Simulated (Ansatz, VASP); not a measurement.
# Sn13Ge3Se16 (Sn0.8Ge0.2Se, orthorhombic GeSe-type) in two plane-wave programs, part 2 of 2

Aim: how closely do two programs agree when they are given the same cell, functional and k mesh? The cell is invented: As first built, before any earlier steps moved the atoms or strained the cell (in the runner's words): 1x2x2 conventional cells of the SnSe type (32 atoms: 3 Ge, 16 Se, 13 Sn); Sn/Ge share their sites, one random draw; start lattice by linear mixing of the end members' cells; atoms moved at random by 0.02 A. It may not be a known or stable phase. Of the first pair: The structure shown is the start of the Ansatz relaxation below; VASP solves that cell, so the two are compared at the walk's first step.

VASP 6.6.1 and Ansatz 0.2.0.

So far: Set-up; Ansatz: relaxation, PBE; VASP: single point, PBE, start cell, pair 1.

## 4. Comparison

Known differences besides the potentials themselves: the data sets hold 480 valence electrons in Ansatz (on its default PAW (the set named soft_2) files) and 320 in VASP; the cutoff is 420 eV in Ansatz and 410 eV in VASP (PREC = Accurate, projectors in real space). Total energies have different zeros and are not compared.

Forces on 10 of the 32 atoms, those with the largest forces and the largest differences (eV/Å; atoms numbered as in POSCAR):

```tsv
atom	Ansatz x, y, z	VASP x, y, z
Ge1	-0.607, -0.083, 0.601	-0.597, -0.083, 0.596
Ge2	-0.545, 0.062, 0.569	-0.535, 0.062, 0.563
Ge3	0.609, 0.018, -0.465	0.602, 0.019, -0.456
Se4	0.716, 0.058, 0.087	0.728, 0.060, 0.074
Se6	0.646, 0.309, -0.308	0.659, 0.314, -0.301
Se17	-0.447, -0.513, 0.344	-0.460, -0.512, 0.335
Sn22	-0.845, -0.112, 0.177	-0.862, -0.113, 0.187
Sn23	0.388, -0.004, 0.017	0.406, -0.004, 0.027
Sn24	-0.340, -0.022, -0.133	-0.358, -0.024, -0.144
Sn32	0.383, 0.008, 0.250	0.400, 0.009, 0.262
```

The forces differ by 9.9 meV/Å r.m.s., which is 2.8 % of the r.m.s. force of 0.348 eV/Å (both taken over all components).

## 5. Ansatz: relaxation, PBE

This run makes the geometry at which the two programs are then compared. The cell compared in this pair holds 881.09 Å³, against 819.66 Å³ for the pair before.

The structure compared here is the end of the Ansatz relaxation.

This is the run of step 2 again, met here at its other cell.

## 6. VASP: single point, PBE, relaxed cell, pair 2

The same cell, functional, mesh and smearing now go to VASP, with its own data sets.

Contents of INCAR:

```
SYSTEM = Sn13Ge3Se16
PREC = Accurate
ENCUT = 500
EDIFF = 1E-06
NELM = 120
ISMEAR = 1
SIGMA = 0.15
LREAL = Auto
ALGO = Normal
GGA = PE
NBANDS = 188
LORBIT = 11
LWAVE = .FALSE.
LCHARG = .FALSE.
ISIF = 2
ISYM = 0
LASPH = .TRUE.
GGA_COMPAT = .FALSE.
EFERMI = MIDGAP
KPAR = 4
```

Contents of POSCAR:

```
Sn13Ge3Se16
1.0
   11.6478490000     -0.0173530000     -0.0339460000
   -0.0126830000      8.3090130000      0.0039160000
   -0.0267080000      0.0042160000      9.1039980000
Ge Se Sn
3 16 13
Direct
    0.3704400000      0.3760300000      0.8221500000
    0.3700800000      0.8771300000      0.3204100000
    0.6324200000      0.6206500000      0.1820900000
    0.8544400000      0.1231100000      0.2379100000
    0.6404900000      0.3728600000      0.4852900000
    0.3570400000      0.1362000000      0.0069100000
    0.1450400000      0.3747000000      0.2653000000
    0.8522800000      0.1236900000      0.7390800000
    0.6441900000      0.3818400000      0.9938500000
    0.3564200000      0.1150900000      0.5070500000
    0.1529100000      0.3748500000      0.7626300000
    0.8507800000      0.6235900000      0.2368500000
    0.6409000000      0.8734300000      0.4844700000
    0.3572900000      0.6138100000      0.0090300000
    0.1518900000      0.8747200000      0.2629900000
    0.8537100000      0.6233900000      0.7366400000
    0.6431000000      0.8614000000      0.9955500000
    0.3566400000      0.6375400000      0.5063900000
    0.1445400000      0.8742800000      0.7648200000
    0.1208900000      0.1256000000      0.0592600000
    0.3836800000      0.3788500000      0.3043700000
    0.6166300000      0.1193300000      0.1962000000
    0.8773600000      0.3732800000      0.4430100000
    0.1212100000      0.1241500000      0.5583100000
    0.6149300000      0.1233700000      0.6887800000
    0.8785000000      0.3742500000      0.9442700000
    0.1220700000      0.6235500000      0.0575400000
    0.8759100000      0.8734200000      0.4454600000
    0.1208700000      0.6252300000      0.5577800000
    0.3815500000      0.8750700000      0.8067400000
    0.6151000000      0.6214500000      0.6918800000
    0.8790800000      0.8726700000      0.9429400000
```

Contents of KPOINTS:

```
Points of the shifted mesh
18
Reciprocal
 0.2500000000  0.0000000000  0.0000000000 1
 0.2500000000  0.0000000000  0.3333333333 1
 0.2500000000  0.0000000000  0.6666666667 1
 0.2500000000  0.3333333333  0.0000000000 1
 0.2500000000  0.3333333333  0.3333333333 1
 0.2500000000  0.3333333333  0.6666666667 1
 0.2500000000  0.6666666667  0.0000000000 1
 0.2500000000  0.6666666667  0.3333333333 1
 0.2500000000  0.6666666667  0.6666666667 1
 0.7500000000  0.0000000000  0.0000000000 1
 0.7500000000  0.0000000000  0.3333333333 1
 0.7500000000  0.0000000000  0.6666666667 1
 0.7500000000  0.3333333333  0.0000000000 1
 0.7500000000  0.3333333333  0.3333333333 1
 0.7500000000  0.3333333333  0.6666666667 1
 0.7500000000  0.6666666667  0.0000000000 1
 0.7500000000  0.6666666667  0.3333333333 1
 0.7500000000  0.6666666667  0.6666666667 1
```

The projector-augmented-wave data sets are Ge_d, Se and Sn_d (PBE family, release 64).

Run with:

```console
$ mpirun -np 4 vasp_std
```

Numbers of over 12 decimals in the logs are rounded to 6 here.

The log of the run:

```text
[... set-up lines as in an earlier step ...]
 entering main loop
       N       E                     dE             d eps       ncg     rms          rms(c)
DAV:   1     0.457148868415E+04    0.45715E+04   -0.12843E+05  7856   0.241E+03
DAV:   2     0.950180380818E+03   -0.36213E+04   -0.35108E+04  6768   0.750E+02
DAV:   3     0.640390174551E+00   -0.94954E+03   -0.90053E+03  7464   0.264E+02
DAV:   4    -0.128178878514E+03   -0.12882E+03   -0.12458E+03  7992   0.924E+01
[...]
DAV:  13    -0.132332135255E+03   -0.54908E-05   -0.67331E-05  7640   0.245E-02    0.803E-03
DAV:  14    -0.132332133973E+03    0.12821E-05   -0.95808E-06  8080   0.100E-02    0.346E-03
DAV:  15    -0.132332134123E+03   -0.14959E-06   -0.11001E-06  4240   0.354E-03
   1 F= -.13233213E+03 E0= -.13233332E+03  d E =0.356026E-02
```

Parts of OUTCAR (step 6):

```text
  Total        0.2546960      0.1100212      0.1685183     -0.0016473      0.0169667     -0.0102089
  in kB        0.4631377      0.2000619      0.3064327     -0.0029954      0.0308521     -0.0185637
  external PRESSURE =       0.3232108 kB  Pullay stress =       0.0000000 kB

 POSITION                                       TOTAL-FORCE (eV/Angst)
 -----------------------------------------------------------------------------------
      4.28810      3.12148      7.47375         0.015708     -0.000930     -0.009443
      4.29095      7.28301      2.90788         0.013114     -0.002957     -0.006382
      7.35360      5.14678      1.63871        -0.014681     -0.003902      0.008768
      9.94447      1.00910      2.13741         0.012767     -0.003298     -0.007517
      7.44264      3.08903      4.39780        -0.003334      0.003275     -0.006088
      4.15684      1.12552      0.05132         0.006106     -0.008205      0.004970
      1.67757      3.11199      2.41183        -0.007819      0.000789      0.006081
      9.90592      1.01607      6.70014         0.003837      0.001585     -0.007248
      7.47204      3.16572      9.02764        -0.009742     -0.006401     -0.000543
      4.13652      0.95224      4.60453         0.008687      0.009221      0.003220
      1.75595      3.11520      6.93926        -0.003933      0.000368      0.010406
      9.89552      5.16765      2.12984         0.010129     -0.001411     -0.004084
      7.44109      7.24826      4.39228        -0.010071     -0.007563     -0.002702
      4.15363      5.09399      0.07248         0.005024      0.004952      0.002719
[...]
-----------------------------------------------------------------------------------
    total drift:                               -0.013513      0.032935     -0.033458

  FREE ENERGIE OF THE ION-ELECTRON SYSTEM (eV)
  ---------------------------------------------------
  free  energy   TOTEN  =      -132.3321341226 eV

  energy  without entropy=     -132.3356943828  energy(sigma->0) =     -132.33332088

[... 1 part as in an earlier step ...]

[... 2 further parts left out ...]
[key lines of the parts left out:]
E-fermi :   4.6655
```

The run ends at a pressure of 0.03 GPa, with forces up to 0.021 eV/Å.

## 7. Comparison

What differs besides the data sets and the points named for the pairs above, as far as they apply: the data sets hold 480 valence electrons in Ansatz (on its default PAW (the set named soft_2) files) and 320 in VASP; the cutoff is 420 eV in Ansatz and 500 eV in VASP (PREC = Accurate, projectors in real space); Ansatz's pressure holds a Pulay correction, VASP's none. Total energies have different zeros and are not compared.

Both answers:

```tsv
quantity	Ansatz	VASP	difference
pressure (GPa)	0.00	0.03	-0.03
gap on the k mesh (eV)	0.912	0.909	+0.002
```

The largest component of a force difference here is 16 meV/Å. A gap on the mesh is an upper bound, since the band edges may lie between its points.

## 8. Results

```json
{"r.m.s. force difference (single point, PBE, start cell, pair 1)": "2.8 % of the r.m.s. force", "difference in gap on the k mesh (single point, PBE, relaxed cell, pair 2)": "0.0025 eV", "r.m.s. force difference (single point, PBE, relaxed cell, pair 2)": "8.5 meV/Å"}
```

The r.m.s. force difference is 2.8 % of the r.m.s. force (single point, PBE, start cell, pair 1), within the 3 % picked in this series as the mark of a large difference. The data sets hold unlike numbers of valence electrons (480 in Ansatz and 320 in VASP), so part of the differences may come from the potentials. Such differences can come from data sets, numerical settings and the points named under the comparisons, not from the functional's error against experiment.

[Lines on the potential files, build, host, timing and source positions are cut from VASP's logs without a mark.]

[Logs are printed without paths, hosts, clocks, repeated set-up lines and the standing remarks that a program may print on its own settings, such as how far it seeks lower states.]

[Hosts, paths, dates, database ids (printed as entryN), source tags and the programs' standing remarks are cut or masked in the printed files.]
